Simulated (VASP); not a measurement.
# Ru20N in VASP: a series of runs

Aim: see how the results for Ru20N move with the level of theory and the settings. Levels: LDA, PBE, RPBE. Tasks: relaxation of the atoms, vibrations by finite differences of the free atoms.

Program: VASP 6.6.1. These are calculated values, not measurements. Logs are shortened: lines on timing, memory, paths and dates and some standing lists are left out, and cuts for length are marked.

### Step 1. Starting point

The cell holds a slab with vacuum, 21 atoms: a = 5.412 Å, b = 5.412 Å, c = 22.564 Å, α = 90.00°, β = 90.00°, γ = 60.00°.

The cell was built by a generator and needn't be a form met in nature.

### Step 2. Relaxation of the atoms, LDA

INCAR reads:

```
ALGO = Normal
DIPOL = 0.5 0.5 0.511
EDIFF = 1E-6
EDIFFG = -0.02
ENCUT = 520
GGA = CA
IBRION = 2
IDIPOL = 3
ISIF = 2
ISMEAR = 1
LASPH = True
LCHARG = False
LDIPOL = True
LREAL = False
LWAVE = False
NELM = 80
NSW = 60
PREC = Accurate
SIGMA = 0.15
```

KPOINTS reads:

```
k-points
0
Gamma
  6 6 1
```

POSCAR reads:

```
Ru20N
1.0
    5.4120000000      0.0000000000      0.0000000000
    2.7060000000      4.6869294900      0.0000000000
    0.0000000000      0.0000000000     22.5640000000
Ru N
20 1
Direct
    0.0000000000      0.0000000000      0.3102286800
    0.5000000000      0.0000000000      0.3102286800
    0.0000000000      0.5000000000      0.3102286800
    0.5000000000      0.5000000000      0.3102286800
    0.8333333300      0.3333333300      0.4051143400
    0.3333333300      0.3333333300      0.4051143400
    0.8333333300      0.8333333300      0.4051143400
    0.3333333300      0.8333333300      0.4051143400
    0.0000000000      0.0000000000      0.5000000000
    0.5000000000      0.0000000000      0.5000000000
    0.0000000000      0.5000000000      0.5000000000
    0.5000000000      0.5000000000      0.5000000000
    0.8333333300      0.3333333300      0.5948856600
    0.3333333300      0.3333333300      0.5948856600
    0.8333333300      0.8333333300      0.5948856600
    0.3333333300      0.8333333300      0.5948856600
    0.0000000000      0.0000000000      0.6897713200
    0.5000000000      0.0000000000      0.6897713200
    0.0000000000      0.5000000000      0.6897713200
    0.5000000000      0.5000000000      0.6897713200
    0.8333333300      0.3333333300      0.7363056200
```

Potentials or basis: VASP PAW LDA potentials, release 64 (Ru_pv, N).

Command:

```bash
cat potpaw_LDA.64/Ru_pv/POTCAR potpaw_LDA.64/N/POTCAR > POTCAR
mpirun -np 8 vasp_std > vasp.out
```

OUTCAR:

```text
EDIFF = 1E-6
   EDIFFG = -0.02
   ENCUT = 520
   GGA = CA
   IBRION = 2
   ISIF = 2
   ISMEAR = 1
   LASPH = True
   LREAL = False
   NELM = 80
   NSW = 60
   PREC = Accurate

 ion  position               nearest neighbor table
   1  0.000  0.000  0.310-   8 2.65   5 2.65   7 2.65   2 2.71   2 2.71   3 2.71   4 2.71   3 2.71
                             4 2.71
   2  0.500  0.000  0.310-   7 2.65   6 2.65   8 2.65   1 2.71   1 2.71   3 2.71   4 2.71   4 2.71
                             3 2.71
   3  0.000  0.500  0.310-   6 2.65   7 2.65   5 2.65   4 2.71   4 2.71   1 2.71   2 2.71   2 2.71
                             1 2.71
   4  0.500  0.500  0.310-   5 2.65   8 2.65   6 2.65   3 2.71   3 2.71   1 2.71   2 2.71   1 2.71
                             2 2.71
   5  0.833  0.333  0.405-   4 2.65  12 2.65   1 2.65   9 2.65   3 2.65  11 2.65   6 2.71   6 2.71
                             7 2.71   8 2.71   7 2.71   8 2.71
   6  0.333  0.333  0.405-   3 2.65  11 2.65   2 2.65  10 2.65   4 2.65  12 2.65   5 2.71   5 2.71
                             7 2.71   8 2.71   8 2.71   7 2.71
   7  0.833  0.833  0.405-   2 2.65  10 2.65   3 2.65  11 2.65   1 2.65   9 2.65   8 2.71   8 2.71
                             5 2.71   6 2.71   6 2.71   5 2.71
   8  0.333  0.833  0.405-   1 2.65   9 2.65   4 2.65  12 2.65   2 2.65  10 2.65   7 2.71   7 2.71
                             5 2.71   6 2.71   5 2.71   6 2.71
   9  0.000  0.000  0.500-   8 2.65  16 2.65  13 2.65   5 2.65  15 2.65   7 2.65  10 2.71  10 2.71
[... 8 lines left out ...]
                            15 2.71  16 2.71  15 2.71  16 2.71
  14  0.333  0.333  0.595-  19 2.65  11 2.65  18 2.65  10 2.65  20 2.65  12 2.65  13 2.71  13 2.71
                            15 2.71  16 2.71  16 2.71  15 2.71
  15  0.833  0.833  0.595-  18 2.65  10 2.65  19 2.65  11 2.65  17 2.65   9 2.65  16 2.71  16 2.71
                            13 2.71  14 2.71  14 2.71  13 2.71
  16  0.333  0.833  0.595-  17 2.65   9 2.65  20 2.65  12 2.65  18 2.65  10 2.65  15 2.71  15 2.71
                            13 2.71  14 2.71  13 2.71  14 2.71
  17  0.000  0.000  0.690-  21 1.88  16 2.65  13 2.65  15 2.65  18 2.71  18 2.71  19 2.71  20 2.71
                            19 2.71  20 2.71
  18  0.500  0.000  0.690-  15 2.65  14 2.65  16 2.65  17 2.71  17 2.71  19 2.71  20 2.71  20 2.71
                            19 2.71
  19  0.000  0.500  0.690-  21 1.88  14 2.65  15 2.65  13 2.65  20 2.71  20 2.71  17 2.71  18 2.71
                            18 2.71  17 2.71
  20  0.500  0.500  0.690-  21 1.88  13 2.65  16 2.65  14 2.65  19 2.71  19 2.71  17 2.71  18 2.71
                            17 2.71  18 2.71
  21  0.833  0.333  0.736-  20 1.88  17 1.88  19 1.88

  LATTYP: Found a hexagonal cell.
 ALAT       =     5.4120000041
 C/A-ratio  =     4.1692535076

  Lattice vectors:

 A1 = (  -2.7060000000,  -4.6869294900,   0.0000000000)
 A2 = (   5.4120000000,   0.0000000000,   0.0000000000)
 A3 = (   0.0000000000,   0.0000000000,  22.5640000000)

Analysis of symmetry for initial positions (statically):
=====================================================================
 Subroutine PRICEL returns:
 Original cell was already a primitive cell.

 Routine SETGRP: Setting up the symmetry group for a
 hexagonal supercell.

 Subroutine GETGRP returns: Found  6 space group operations
 (whereof  2 operations were pure point group operations)
 out of a pool of 24 trial point group operations.

The static configuration has the point symmetry C_1h.
 The point group associated with its full space group is C_3v.

Analysis of symmetry for dynamics (positions and initial velocities):
=====================================================================
 Subroutine PRICEL returns:
 Original cell was already a primitive cell.

 Routine SETGRP: Setting up the symmetry group for a
 hexagonal supercell.

 Subroutine GETGRP returns: Found  6 space group operations
 (whereof  2 operations were pure point group operations)
 out of a pool of 24 trial point group operations.

The dynamic configuration has the point symmetry C_1h.
 The point group associated with its full space group is C_3v.

 Subroutine INISYM returns: Found  6 space group operations
 (whereof  2 operations are pure point group operations),
 and found     1 'primitive' translations

----------------------------------------------------------------------------------------

                                     Primitive cell

  volume of cell :     572.3508

  direct lattice vectors                    reciprocal lattice vectors
     5.412000000  0.000000000  0.000000000     0.184774575 -0.106679651  0.000000000
     2.706000000  4.686929490  0.000000000     0.000000000  0.213359301  0.000000000
     0.000000000  0.000000000 22.564000000     0.000000000  0.000000000  0.044318383

  length of vectors
     5.412000000  5.412000004 22.564000000     0.213359301  0.213359301  0.044318383

  position of ions in fractional coordinates (direct lattice)
     0.000000000  0.000000000  0.310228680
     0.500000000  0.000000000  0.310228680
     0.000000000  0.500000000  0.310228680
     0.500000000  0.500000000  0.310228680
     0.833333330  0.333333330  0.405114340
     0.333333330  0.333333330  0.405114340
[... 13 lines left out ...]
     0.500000000  0.500000000  0.689771320
     0.833333330  0.333333330  0.736305620
[... 63 lines left out ...]
   dimension x,y,z NGX =    40 NGY =   40 NGZ =  168
   dimension x,y,z NGXF=    80 NGYF=   80 NGZF=  336
   ions per type =              20   1
   NGX,Y,Z   is equivalent  to a cutoff of  12.29, 12.29, 12.38 a.u.
   NGXF,Y,Z  is equivalent  to a cutoff of  24.57, 24.57, 24.76 a.u.
 SYSTEM =  unknown system
   PREC   = accura    normal or accurate (medium, high low for compatibility)
   ISTART =      0    job   : 0-new  1-cont  2-samecut
   ICHARG =      2    charge: 1-file 2-atom 10-const
   ISPIN  =      1    spin polarized calculation?
   LNONCOLLINEAR =      F non collinear calculations
   LSORBIT =      F    spin-orbit coupling
   LASPH  =      T    aspherical Exc in radial PAW
   ENCUT  =  520.0 eV  38.22 Ry    6.18 a.u.  10.06 10.06 41.95*2*pi/ulx,y,z
   NELM   =     80;   NELMIN=  2; NELMDL= -5     # of ELM steps
   EDIFF  = 0.1E-05   stopping-criterion for ELM
   LREAL  =      F    real-space projection
   EDIFFG = -.2E-01   stopping-criterion for IOM
   NSW    =     60    number of steps for IOM
   IBRION =      2    ionic relax: 0-MD 1-quasi-New 2-CG
   NFREE  =      1    steps in history (QN), initial steepest desc. (CG)
   ISIF   =      2    stress and relaxation
   ISYM   =      2    0-nonsym 1-usesym 2-fastsym
   POTIM  = 0.5000    time-step for ionic-motion
   TEBEG  =    0.0;   TEEND  =   0.0 temperature during run
   PSTRESS=    0.0 pullay stress
   NELECT =     285.0000    total number of electrons
   NUPDOWN=      -1.0000    fix difference up-down
   EMIN   =  10.00;   EMAX   =-10.00  energy-range for DOS
   EFERMI =   0.00;   METHOD = LEGACY
   ISMEAR =     1;   SIGMA  =   0.15  broadening in eV -4-tet -1-fermi 0-gaus
   EFERMI_NEDOS =   21; number of points for ismear=-14 and -15
   IALGO  =     38    algorithm
   IMIX   =      4    mixing-type and parameters
     AMIX     =   0.40;   BMIX     =  1.00
     AMIX_MAG =   1.60;   BMIX_MAG =  1.00
  volume/ion in A,a.u.               =      27.25       183.92
  Fermi-wavevector in a.u.,A,eV,Ry     =   1.297585  2.452079 22.908480  1.683726
  Thomas-Fermi vector in A             =   2.428968
   LORBIT       =      0    0 simple, 1 ext, 2 COOP (PROOUT), +10 PAW based schemes
   GGA     = CA    functional components
   LHFCALC =     F    Hartree Fock is set to
   AEXX    =    0.0000 exact exchange contribution
   IVDW    =     0    specifies the selected vdW correction
   LEPSILON=     F    determine dielectric tensor
   LRPA    =     F    only Hartree local field effects (RPA)
 conjugate gradient relaxation of ions
 non-spin polarized calculation
 Methfessel and Paxton  Order N= 1 SIGMA  =   0.15
  energy-cutoff  :      520.00
  volume of cell :      572.35
 maximum number of plane-waves:     15468
   NGX = 21   NGY = 21   NGZ = 83

--------------------------------------- Ionic step        1  -------------------------------------------

 number of electron     284.9999988 magnetization

 Free energy of the ion-electron system (eV)
  ---------------------------------------------------
  ext. energy  EPLUGINS =         0.00000000
  ---------------------------------------------------
  free energy    TOTEN  =      -213.24762835 eV

  energy without entropy =     -213.24902922  energy(sigma->0) =     -213.24809531

------------------------ aborting loop because EDIFF is reached ----------------------------------------

  FORCE on cell =-STRESS in cart. coord.  units (eV):
  Direction    XX          YY          ZZ          XY          YZ          ZX
  --------------------------------------------------------------------------------------
  -------------------------------------------------------------------------------------
  Total      -29.1025564    -29.1025565    -25.8016411      0.0000000      0.0000000      0.0000000
  in kB      -81.4665684    -81.4665686    -72.2263410      0.0000000      0.0000000      0.0000000
  external PRESSURE =     -78.3864927 kB  Pullay stress =       0.0000000 kB
[... 146 lines left out ...]
  FREE ENERGIE OF THE ION-ELECTRON SYSTEM (eV)
  ---------------------------------------------------
  free  energy   TOTEN  =      -213.7754801692 eV

  energy  without entropy=     -213.7668910790  energy(sigma->0) =     -213.77261714

 dipolmoment           0.000000      0.000000     -0.010192 electrons x Angstroem

[... ionic steps 4 to 10 ...]

--------------------------------------- Ionic step       11  -------------------------------------------

 number of electron     284.9999994 magnetization

------------------------ aborting loop because EDIFF is reached ----------------------------------------

 vacuum level on the upper side and lower side of the slab       (xc-potential included)        -0.020        -0.244

  FORCE on cell =-STRESS in cart. coord.  units (eV):
  Direction    XX          YY          ZZ          XY          YZ          ZX
  --------------------------------------------------------------------------------------
  -------------------------------------------------------------------------------------
  Total      -21.5282866    -21.5282866     -0.8281743      0.0000000      0.0000000      0.0000000
  in kB      -60.2639715    -60.2639716     -2.3183020      0.0000000      0.0000000      0.0000000
  external PRESSURE =     -40.9487484 kB  Pullay stress =       0.0000000 kB
[... 97 lines left out ...]
--------------------------------------- Ionic step       13  -------------------------------------------

 number of electron     284.9999992 magnetization

 dipolmoment           0.000000      0.000000      0.030441 electrons x Angstroem

 Free energy of the ion-electron system (eV)
  ---------------------------------------------------
  ext. energy  EPLUGINS =         0.00000000
  ---------------------------------------------------
  free energy    TOTEN  =      -214.01796312 eV

  energy without entropy =     -214.00615135  energy(sigma->0) =     -214.01402587

 E-fermi :   3.3987     XC(G=0):  -7.7523

 val. band max:        3.3925248700   @ k =   0.5000   0.0000   0.0000
 cond. band min:       3.4044983234   @ k =  -0.3333   0.3333   0.0000
 fundamental gap:      0.0119734534
 Fermi energy:         3.3987499461

 k-point     1 :       0.0000    0.0000    0.0000
  band No.  band energies     occupation
      1     -40.3825      2.00000
      2     -40.2108      2.00000
      3     -40.1901      2.00000
      4     -40.1901      2.00000
      5     -40.1689      2.00000
      6     -40.1316      2.00000
[... 1088 lines left out ...]
    153       4.0619     -0.00000
    154       4.1549     -0.00000
 [bands above 154 left out]

------------------------ aborting loop because EDIFF is reached ----------------------------------------

 vacuum level on the upper side and lower side of the slab       (xc-potential included)         0.099        -0.122

  FORCE on cell =-STRESS in cart. coord.  units (eV):
  Direction    XX          YY          ZZ          XY          YZ          ZX
  --------------------------------------------------------------------------------------
  -------------------------------------------------------------------------------------
  Total      -21.4869560    -21.4869561     -0.5717743      0.0000000      0.0000000      0.0000000
  in kB      -60.1482752    -60.1482753     -1.6005636      0.0000000      0.0000000      0.0000000
  external PRESSURE =     -40.6323714 kB  Pullay stress =       0.0000000 kB
[... 36 lines left out ...]
  FREE ENERGIE OF THE ION-ELECTRON SYSTEM (eV)
  ---------------------------------------------------
  free  energy   TOTEN  =      -214.0179631234 eV

  energy  without entropy=     -214.0061513511  energy(sigma->0) =     -214.01402587

 reached required accuracy - stopping structural energy minimisation

 vacuum level on the upper side and lower side of the slab         8.965         8.729
```

Run time: 22 min. Hardware: 8 MPI ranks of AMD EPYC 9R45 (Zen 5), shared host; peak memory 0.24 GiB.

What came out:

```
Free energy                  : -214.0180 eV
Energy gained by relaxing    : 36.7 meV/atom
Ionic steps                  : 13
Largest force after relaxing : 0.019 eV/Å
Band gap on the k mesh       : none (metal or under the smearing width)
```

Forces on the atoms (eV/Å):
```
Ru   0.000 -0.008  0.009
Ru   0.000  0.000 -0.014
Ru   0.007  0.004  0.009
Ru  -0.007  0.004  0.009
Ru   0.000  0.000  0.013
Ru   0.000  0.012  0.005
Ru   0.010 -0.006  0.005
Ru  -0.010 -0.006  0.005
Ru   0.000  0.012 -0.006
Ru   0.000  0.000  0.012
Ru  -0.010 -0.006 -0.006
Ru   0.010 -0.006 -0.006
Ru   0.000  0.000 -0.004
Ru   0.000 -0.019  0.000
Ru  -0.016  0.009  0.000
Ru   0.016  0.009  0.000
Ru   0.000 -0.015 -0.003
Ru   0.000  0.000 -0.011
Ru   0.013  0.008 -0.003
Ru  -0.013  0.008 -0.003
N    0.000  0.000 -0.009
```

Step by step:
```tsv
step	energy change (eV)	largest force (eV/Å)	pressure (GPa)
1	0.0000	1.6023	-7.84
2	-0.5278	1.5680	-6.85
3	-0.5279	1.5655	-6.85
4	-0.6577	0.5430	-5.67
5	-0.6592	0.6078	-5.52
6	-0.7195	0.3259	-5.25
7	-0.7269	0.3721	-5.09
8	-0.7578	0.2123	-4.64
9	-0.7623	0.2624	-4.38
10	-0.7667	0.2301	-3.92
11	-0.7693	0.1173	-4.09
12	-0.7703	0.0283	-4.06
13	-0.7703	0.0189	-4.06
```

Final structure:
```yaml
crystal:
  lattice:
    - [5.41200, 0.00000, 0.00000]
    - [2.70600, 4.68693, 0.00000]
    - [0.00000, 0.00000, 22.56400]
  atoms:
    - { symbol: Ru, position: [0.99811, 0.00378, 0.31655] }
    - { symbol: Ru, position: [0.50000, 0.00000, 0.31605] }
    - { symbol: Ru, position: [0.99811, 0.49811, 0.31655] }
    - { symbol: Ru, position: [0.50378, 0.49811, 0.31655] }
    - { symbol: Ru, position: [0.83333, 0.33333, 0.40557] }
    - { symbol: Ru, position: [0.33222, 0.33556, 0.40642] }
    - { symbol: Ru, position: [0.83556, 0.83222, 0.40642] }
    - { symbol: Ru, position: [0.33222, 0.83222, 0.40642] }
    - { symbol: Ru, position: [0.00088, 0.99823, 0.50020] }
    - { symbol: Ru, position: [0.50000, 0.00000, 0.49756] }
    - { symbol: Ru, position: [0.00088, 0.50088, 0.50020] }
    - { symbol: Ru, position: [0.49823, 0.50088, 0.50020] }
    - { symbol: Ru, position: [0.83333, 0.33333, 0.59228] }
    - { symbol: Ru, position: [0.33257, 0.33485, 0.59482] }
    - { symbol: Ru, position: [0.83485, 0.83257, 0.59482] }
    - { symbol: Ru, position: [0.33257, 0.83257, 0.59482] }
    - { symbol: Ru, position: [0.00797, 0.98407, 0.68606] }
    - { symbol: Ru, position: [0.50000, 0.00000, 0.68302] }
    - { symbol: Ru, position: [0.00797, 0.50797, 0.68606] }
    - { symbol: Ru, position: [0.48407, 0.50797, 0.68606] }
    - { symbol: N, position: [0.83333, 0.33333, 0.72964] }
```

Levels at points of the mesh, in eV from the Fermi level:
| k point | band 140 | band 141 | band 142 | band 143 | band 144 | band 145 |
| --- | --- | --- | --- | --- | --- | --- |
| (0.00, 0.00, 0.00) | 0.59 | 0.68 | 0.69 | 0.69 | 0.92 | 1.00 |
| (0.50, 0.00, 0.00) | -0.64 | -0.54 | -0.52 | -0.35 | -0.33 | -0.20 |

### Step 3. Vibrations by finite differences of the free atoms, LDA

INCAR reads:

```
SYSTEM = Ru20N
PREC     = Accurate       ! precision mode
ENCUT    = 520            ! plane-wave cutoff, eV
EDIFF    = 1E-6           ! SCF threshold, eV
ISMEAR   = 1              ! smearing method
SIGMA    = 0.15           ! smearing width, eV
LREAL    = .False.        ! projectors in reciprocal space
LASPH    = .True.         ! aspherical terms in the spheres
NELM     = 80             ! most SCF steps
ALGO     = Normal         ! electronic algorithm
ISIF     = 2              ! what is computed and relaxed
LWAVE    = .False.        ! write WAVECAR
LCHARG   = .False.        ! write CHGCAR
LDIPOL   = .True.       
IDIPOL   = 3            
DIPOL    = 0.5 0.5 0.511
GGA      = CA             ! functional
IBRION   = 5              ! ionic algorithm
NFREE    = 2            
POTIM    = 0.015          ! step
NSW      = 1              ! ionic steps
ISYM     = 0
```

KPOINTS reads:

```
Automatic mesh
0
Gamma
  6 6 1
  0 0 0
```

POSCAR reads:

```
Ru20N                                   
1.0
    5.4120000000      0.0000000000      0.0000000000
    2.7060000000      4.6869294900      0.0000000000
    0.0000000000      0.0000000000     22.5640000000
  Ru              N             
    20     1
Selective dynamics
Direct
0.9981076423018057  0.0037847153963886  0.3165514833737339  F F F
0.5000000000000000  0.0000000000000000  0.3160538256920877  F F F
0.9981076423018057  0.4981076423018057  0.3165514833737339  F F F
0.5037847153963887  0.4981076423018057  0.3165514833737339  F F F
0.8333333300000021  0.3333333300000021  0.4055706689618473  F F F
0.3322212744290182  0.3355574411419702  0.4064220616903475  F F F
0.8355574411419699  0.8322212744290179  0.4064220616903475  F F F
0.3322212744290182  0.8322212744290179  0.4064220616903475  F F F
0.0008826020000183  0.9982347959999635  0.5002036700647051  F F F
0.5000000000000000  0.0000000000000000  0.4975560809228296  F F F
0.0008826020000183  0.5008826020000182  0.5002036700647051  F F F
0.4982347959999635  0.5008826020000182  0.5002036700647051  F F F
0.8333333300000021  0.3333333300000021  0.5922781686975509  F F F
0.3325725718107193  0.3348548463785676  0.5948218018287140  F F F
0.8348548463785677  0.8325725718107194  0.5948218018287140  F F F
0.3325725718107193  0.8325725718107194  0.5948218018287140  F F F
0.0079670701263013  0.9840658597473974  0.6860607904918533  F F F
0.5000000000000000  0.0000000000000000  0.6830233380610954  F F F
0.0079670701263013  0.5079670701263012  0.6860607904918533  F F F
0.4840658597473974  0.5079670701263012  0.6860607904918533  F F F
0.8333333300000021  0.3333333300000021  0.7296441153165310  T T T
```

Potentials or basis: VASP PAW LDA potentials, release 64 (Ru_pv, N).

Command:

```bash
cat potpaw_LDA.64/Ru_pv/POTCAR potpaw_LDA.64/N/POTCAR > POTCAR
mpirun -np 8 vasp_std > vasp.out
```

Run time: 34 min. Hardware: 8 MPI ranks of AMD EPYC 9R45 (Zen 5), shared host; peak memory 0.35 GiB.

(Part 1 of 2 ends here.)
